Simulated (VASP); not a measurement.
Data:

```yaml
crystal:
  lattice:
    - [0.00000, 1.95460, 1.95460]
    - [1.95460, 0.00000, 1.95460]
    - [1.95460, 1.95460, 0.00000]
  atoms:
    - { symbol: Pd, position: [0.00000, 0.00000, 0.00000] }
```

Level of theory: rev-vdW-DF2, VASP's PBE PAW potentials (set 64) (plane waves; VASP). Numerical set-up: 520 eV cut-off, Gaussian smearing of 0.050 eV, potentials Pd.

Task: Predict the band gap (along the path) with the smallest direct gap where there is one.

Result: 
```json
{
  "band gap (along the path)": "none (metal, semimetal or under 0.01 eV)"
}
```

The compound is Pd in the fcc structure. It was relaxed first.
